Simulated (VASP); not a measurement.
# Be3Se2O (Cmmm) in VASP: further runs

Runs on Be3Se2O. Level: PBE. Tasks: relaxation of cell and atoms.

Program: VASP 6.6.1. These are calculated values, not measurements. Logs are shortened: lines on timing, memory, paths and dates and some standing lists are left out, and cuts for length are marked.

**1. The structure**

The structure is orthorhombic, space group Cmmm (No. 65). Conventional cell: a = 4.227 Å, b = 8.490 Å, c = 4.773 Å, α = 90.00°, β = 90.00°, γ = 90.00°. Be (site symmetry m2m) is surrounded by 1 Se at 1.82 Å. Be (site symmetry mmm) has 2 O at 2.11 Å and 2 Se at 2.39 Å as nearest neighbours. Se (site symmetry mmm) is surrounded by 2 Se at 2.11 Å and 2 O at 2.39 Å and 2 Be at 2.42 Å. Se (site symmetry mmm) has 2 Be at 1.82 Å as nearest neighbours. O (site symmetry mmm) is surrounded by 2 Be at 2.11 Å and 2 Se at 2.39 Å.

The cell was built by a generator and needn't be a form met in nature.

**2. Relaxation of cell and atoms, PBE**

Input file INCAR:

```
SYSTEM = Be3Se2O
PREC     = Normal         ! precision mode
ENCUT    = 520            ! plane-wave cutoff, eV
EDIFF    = 1E-4           ! SCF threshold, eV
ISMEAR   = 0              ! smearing method
SIGMA    = 0.15           ! smearing width, eV
LREAL    = .FALSE.        ! projectors in reciprocal space
LASPH    = .TRUE.         ! aspherical terms in the spheres
NELM     = 60             ! most SCF steps
ALGO     = Fast           ! electronic algorithm
ISIF     = 3              ! what is computed and relaxed
LWAVE    = .FALSE.        ! write WAVECAR
LCHARG   = .FALSE.        ! write CHGCAR
GGA      = PE             ! functional
IBRION   = 2              ! ionic algorithm
NSW      = 24             ! ionic steps
EDIFFG   = -0.08          ! ionic threshold
KPAR     = 2
```

Input file KPOINTS:

```
regular mesh
0
G
  4 4 3
  0 0 0
```

Input file POSCAR:

```
Be3Se2O
1.0
    2.1134563300     -4.2450357400      0.0000000000
    2.1134563300      4.2450357400      0.0000000000
    0.0000000000      0.0000000000      4.7731324300
Be Se O
3 2 1
Direct
    0.7149431100      0.2850568900      0.0000000000
    0.2850568900      0.7149431100      0.0000000000
    0.5000000000      0.5000000000      0.5000000000
    0.0000000000      0.0000000000      0.0000000000
    0.5000000000      0.5000000000      0.0000000000
    0.0000000000      0.0000000000      0.5000000000
```

Potentials or basis: VASP PAW PBE potentials, release 64 (Be, Se, O).

On the command line:

```console
cat potpaw_PBE.64/Be/POTCAR potpaw_PBE.64/Se/POTCAR potpaw_PBE.64/O/POTCAR > POTCAR
mpirun -np 2 vasp_std > vasp.out
```

OUTCAR:

```text
SYSTEM = Be3Se2O
   PREC = Normal
   ENCUT = 520
   EDIFF = 1E-4
   ISMEAR = 0
   LREAL = .FALSE.
   LASPH = .TRUE.
   NELM = 60
   ISIF = 3
   GGA = PE
   IBRION = 2
   NSW = 24
   EDIFFG = -0.08

 ion  position               nearest neighbor table
   1  0.715  0.285  0.000-   5 1.82   2 2.20   2 2.20   4 2.42
   2  0.285  0.715  0.000-   5 1.82   1 2.20   1 2.20   4 2.42
   3  0.500  0.500  0.500-   6 2.11   6 2.11   5 2.39   5 2.39
   4  0.000  0.000  0.000-   5 2.11   5 2.11   1 2.42   2 2.42
   5  0.500  0.500  0.000-   1 1.82   2 1.82   4 2.11   4 2.11   3 2.39   3 2.39
   6  0.000  0.000  0.500-   3 2.11   3 2.11

  LATTYP: Found a base centered orthorhombic cell.
 ALAT       =     4.2269126600
 B/A-ratio  =     2.0085750908
 C/A-ratio  =     1.1292242859

  Lattice vectors:

 A1 = (   2.1134563300,  -4.2450357400,   0.0000000000)
 A2 = (   2.1134563300,   4.2450357400,   0.0000000000)
 A3 = (   0.0000000000,   0.0000000000,   4.7731324300)

Analysis of symmetry for initial positions (statically):
=====================================================================
 Subroutine PRICEL returns:
 Original cell was already a primitive cell.

 Routine SETGRP: Setting up the symmetry group for a
 base centered orthorhombic supercell.

 Subroutine GETGRP returns: Found  8 space group operations
 (whereof  8 operations were pure point group operations)
 out of a pool of  8 trial point group operations.

The static configuration has the point symmetry D_2h.

Analysis of symmetry for dynamics (positions and initial velocities):
=====================================================================
 Subroutine PRICEL returns:
 Original cell was already a primitive cell.

 Routine SETGRP: Setting up the symmetry group for a
 base centered orthorhombic supercell.

 Subroutine GETGRP returns: Found  8 space group operations
 (whereof  8 operations were pure point group operations)
 out of a pool of  8 trial point group operations.

The dynamic configuration has the point symmetry D_2h.

 Subroutine INISYM returns: Found  8 space group operations
 (whereof  8 operations are pure point group operations),
 and found     1 'primitive' translations

----------------------------------------------------------------------------------------

                                     Primitive cell

  volume of cell :      85.6462

  direct lattice vectors                    reciprocal lattice vectors
     2.113456330 -4.245035740  0.000000000     0.236579291 -0.117784638  0.000000000
     2.113456330  4.245035740  0.000000000     0.236579291  0.117784638  0.000000000
     0.000000000  0.000000000  4.773132430     0.000000000  0.000000000  0.209506025

  length of vectors
     4.742048723  4.742048723  4.773132430     0.264278228  0.264278228  0.209506025

  position of ions in fractional coordinates (direct lattice)
     0.714943110  0.285056890  0.000000000
     0.285056890  0.714943110  0.000000000
     0.500000000  0.500000000  0.500000000
     0.000000000  0.000000000  0.000000000
     0.500000000  0.500000000  0.000000000
     0.000000000  0.000000000  0.500000000

  ion indices of the primitive-cell ions
   primitive index   ion index
                 1           1
                 2           2
                 3           3
                 4           4
                 5           5
                 6           6

----------------------------------------------------------------------------------------

 KPOINTS: regular mesh

Automatic generation of k-mesh.
 Grid dimensions read from file:
 generate k-points for:    4    4    3

 Generating k-lattice:

  Cartesian coordinates                     Fractional coordinates (reciprocal lattice)
     0.059144823 -0.029446160  0.000000000     0.250000000  0.000000000  0.000000000
     0.059144823  0.029446160  0.000000000     0.000000000  0.250000000  0.000000000
     0.000000000  0.000000000  0.069835342     0.000000000  0.000000000  0.333333333

  Length of vectors
     0.066069557  0.066069557  0.069835342

[... 45 lines left out ...]
     AMIX     =   0.40;   BMIX     =  1.00
     AMIX_MAG =   1.60;   BMIX_MAG =  1.00
  volume/ion in A,a.u.               =      14.27        96.33
  Fermi-wavevector in a.u.,A,eV,Ry     =   1.071295  2.024455 15.615048  1.147674
  Thomas-Fermi vector in A             =   2.207031
   LORBIT       =      0    0 simple, 1 ext, 2 COOP (PROOUT), +10 PAW based schemes
   GGA     = PE    functional components
   LHFCALC =     F    Hartree Fock is set to
   AEXX    =    0.0000 exact exchange contribution
   IVDW    =     0    specifies the selected vdW correction
   LEPSILON=     F    determine dielectric tensor
   LRPA    =     F    only Hartree local field effects (RPA)
 conjugate gradient relaxation of ions
 non-spin polarized calculation
 RMM-DIIS sequential band-by-band and
 Gauss-broadening in eV      SIGMA  =   0.15
  energy-cutoff  :      520.00
  volume of cell :       85.65
 maximum number of plane-waves:      2316
   NGX = 17   NGY = 17   NGZ = 17

--------------------------------------- Ionic step        1  -------------------------------------------

 number of electron      23.9999992 magnetization

 Free energy of the ion-electron system (eV)
  ---------------------------------------------------
  ext. energy  EPLUGINS =         0.00000000
  ---------------------------------------------------
  free energy    TOTEN  =       -14.35017397 eV

  energy without entropy =      -14.30460997  energy(sigma->0) =      -14.32739197

 E-fermi :   4.7170     XC(G=0):  -9.5492

 val. band max:        4.6436207467   @ k =   0.2500   0.2500   0.3333
 cond. band min:       4.7294007591   @ k =   0.5000   0.5000   0.0000
 fundamental gap:      0.0857800124
 Fermi energy:         4.7169598075

 k-point     1 :       0.0000    0.0000    0.0000
  band No.  band energies     occupation
      1     -14.6680      2.00000
      2     -12.3575      2.00000
      3      -5.9729      2.00000
      4      -5.5759      2.00000
      5      -3.8513      2.00000
      6      -3.5918      2.00000
[... 8 lines left out ...]
     15       7.8717      0.00000
     16       8.5332      0.00000
[... 358 lines left out ...]
  FREE ENERGIE OF THE ION-ELECTRON SYSTEM (eV)
  ---------------------------------------------------
  free  energy   TOTEN  =       -18.2831602926 eV

  energy  without entropy=      -18.2378671771  energy(sigma->0) =      -18.26051373

[... ionic steps 4 to 7 ...]

--------------------------------------- Ionic step        8  -------------------------------------------

 number of electron      24.0000031 magnetization

------------------------ aborting loop because EDIFF is reached ----------------------------------------

  FORCE on cell =-STRESS in cart. coord.  units (eV):
  Direction    XX          YY          ZZ          XY          YZ          ZX
  --------------------------------------------------------------------------------------
  -------------------------------------------------------------------------------------
  Total       -0.5225396      0.7750571     -0.3533701     -0.0000000      0.0000000      0.0000000
  in kB       -8.4078931     12.4710119     -5.6858809     -0.0000000      0.0000000      0.0000000
  external PRESSURE =      -0.5409207 kB  Pullay stress =       0.0000000 kB
[... 65 lines left out ...]
  energy  without entropy=      -18.9127018061  energy(sigma->0) =      -18.93111513

--------------------------------------- Ionic step       10  -------------------------------------------

 number of electron      24.0000030 magnetization

 Free energy of the ion-electron system (eV)
  ---------------------------------------------------
  ext. energy  EPLUGINS =         0.00000000
  ---------------------------------------------------
  free energy    TOTEN  =       -18.95507668 eV

  energy without entropy =      -18.92569308  energy(sigma->0) =      -18.94038488

 E-fermi :   3.7884     XC(G=0):  -9.0801

 val. band max:        3.7605165360   @ k =  -0.2500   0.2500   0.3333
 cond. band min:       3.8190816842   @ k =   0.2500   0.2500   0.3333
 fundamental gap:      0.0585651482
 Fermi energy:         3.7883837102

 k-point     1 :       0.0000    0.0000    0.0000
  band No.  band energies     occupation
      1     -15.6772      2.00000
      2     -12.1086      2.00000
      3      -8.0651      2.00000
      4      -4.9033      2.00000
      5      -4.6459      2.00000
      6      -3.0959      2.00000
[... 8 lines left out ...]
     15       7.7214      0.00000
     16       7.8304      0.00000
[... 278 lines left out ...]
  FREE ENERGIE OF THE ION-ELECTRON SYSTEM (eV)
  ---------------------------------------------------
  free  energy   TOTEN  =       -18.9550766811 eV

  energy  without entropy=      -18.9256930772  energy(sigma->0) =      -18.94038488

 reached required accuracy - stopping structural energy minimisation
```

Run time: 61 s. Hardware: 2 MPI ranks of Intel Xeon Platinum 8259CL at 2.50GHz (Skylake/Cascade Lake), shared host; peak memory 0.16 GiB.

What came out:

```yaml
Free_energy: -18.9551 eV
Relaxed_volume: 16.77 Å³/atom
Relaxed_cell: a = 5.491 Å, b = 5.491 Å, c = 4.167 Å, α = 90.00°, β = 90.00°, γ = 126.81°
Space_group_after_relaxing_to_0.05_Å: Cmmm (No. 65)
Energy_gained_by_relaxing: 767.5 meV/atom
Ionic_steps: 10
Pressure_after_relaxing: -0.2 GPa
Largest_force_after_relaxing: 0.014 eV/Å
Band_gap_on_the_k_mesh: none (metal or under the smearing width)
```

Forces in eV/Å, atoms in the order of the input:
```
Be   0.000 -0.014  0.000
Be   0.000  0.014  0.000
Be   0.000  0.000  0.000
Se   0.000  0.000  0.000
Se   0.000  0.000  0.000
O    0.000  0.000  0.000
```

Stress tensor (GPa, compression positive):
```
 0.52  0.00  0.00
 0.00 -0.40  0.00
 0.00  0.00 -0.59
```

Step by step:
```
step  energy change (eV)  largest force (eV/Å)  pressure (GPa)  volume (Å³)
   1              0.0000                5.2691           31.21        85.65
   2             -3.5826                0.6747           -9.02       123.25
   3             -3.9330                1.0271           -3.61       110.78
   4             -4.2108                0.7922           -1.97       105.56
   5             -4.5104                0.1320            2.44        96.23
   6             -4.5554                0.1893            1.35        97.49
   7             -4.5790                0.0947            1.47        97.06
   8             -4.5984                0.0322           -0.05        99.57
   9             -4.5994                0.0129           -0.66       100.41
  10             -4.6049                0.0145           -0.16       100.60
```

Final structure:
```yaml
crystal:
  lattice:
    - [2.45859, -4.91039, 0.00000]
    - [2.45859, 4.91039, 0.00000]
    - [0.00000, 0.00000, 4.16661]
  atoms:
    - { symbol: Be, position: [0.75425, 0.24575, 0.00000] }
    - { symbol: Be, position: [0.24575, 0.75425, 0.00000] }
    - { symbol: Be, position: [0.50000, 0.50000, 0.50000] }
    - { symbol: Se, position: [0.00000, 0.00000, 0.00000] }
    - { symbol: Se, position: [0.50000, 0.50000, 0.00000] }
    - { symbol: O, position: [0.00000, 0.00000, 0.50000] }
```

Levels at points of the mesh, in eV from the Fermi level:
| k point | band 8 | band 9 | band 10 | band 11 | band 12 | band 13 | band 14 | band 15 | band 16 |
| --- | --- | --- | --- | --- | --- | --- | --- | --- | --- |
| (0.00, 0.00, 0.00) | -4.09 | -3.41 | -3.16 | -1.58 | -1.06 | 0.42 | 2.64 | 3.93 | 4.04 |
| (0.50, 0.00, 0.00) | -4.51 | -2.92 | -2.10 | -1.98 | -0.78 | -0.75 | 2.18 | 2.95 | 3.42 |
| (0.50, 0.50, 0.00) | -3.89 | -3.19 | -1.68 | 0.24 | 0.35 | 0.76 | 1.60 | 1.93 | 2.81 |

Caveat: the k mesh is coarse (spacing up to 0.44 Å⁻¹), so the values aren't converged; the volume moved by over 15 % at a fixed basis, so the end points are rough; the relaxation stopped at a loose force limit of 0.08 eV/Å, so its end isn't a converged minimum.

(Part 1 of 2 ends here.)
